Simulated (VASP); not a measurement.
The system is Ir3C4.

```
CELL_PARAMETERS angstrom
4.27394 0.00000 0.00000
0.00000 4.27394 0.00000
0.00000 0.00000 4.27394
ATOMIC_POSITIONS crystal
Ir 0.50000 0.50000 0.00000
Ir 0.00000 0.50000 0.50000
Ir 0.50000 0.00000 0.50000
C 0.50000 0.50000 0.50000
C 0.50000 0.00000 0.00000
C 0.00000 0.50000 0.00000
C 0.00000 0.00000 0.50000
```

The cell was built by a generator and needn't be a form met in nature.

The cell isn't the ideal one: species swapped into the W3N4 type (Pm-3m, No. 221).

```yaml
Program: VASP 6.6.1
Task: relaxation of cell and atoms
Functional: PBE
Potentials_or_basis: VASP PAW PBE potentials, release 64 (Ir, C)
Cutoff: 600 eV
k_mesh: 10 × 10 × 10
Occupations: gaussian, width 0.1 eV
Spin: no spin polarisation
```

At the start: pressure 2.8 GPa; volume 11.15 Å³/atom.

Problem. How do energy, volume and symmetry change on relaxing?

Solution. Over 4 steps the energy falls by 6.7 meV/atom and the volume is 11.26 Å³/atom (+0.9 %); space group Pm-3m (No. 221, to 0.05 Å).

The path:
| step | energy change (eV) | largest force (eV/Å) | pressure (GPa) | volume (Å³) |
| --- | --- | --- | --- | --- |
| 1 | 0.0000 | 0.0000 | 2.76 | 78.07 |
| 2 | -0.0233 | 0.0000 | -4.80 | 80.26 |
| 3 | -0.0461 | 0.0000 | -0.16 | 78.85 |
| 4 | -0.0469 | 0.0000 | -0.02 | 78.81 |

Final structure:
```yaml
crystal:
  lattice:
    - [4.28742, 0.00000, 0.00000]
    - [0.00000, 4.28742, 0.00000]
    - [0.00000, 0.00000, 4.28742]
  atoms:
    - { symbol: Ir, position: [0.50000, 0.50000, 0.00000] }
    - { symbol: Ir, position: [0.00000, 0.50000, 0.50000] }
    - { symbol: Ir, position: [0.50000, 0.00000, 0.50000] }
    - { symbol: C, position: [0.50000, 0.50000, 0.50000] }
    - { symbol: C, position: [0.50000, 0.00000, 0.00000] }
    - { symbol: C, position: [0.00000, 0.50000, 0.00000] }
    - { symbol: C, position: [0.00000, 0.00000, 0.50000] }
```
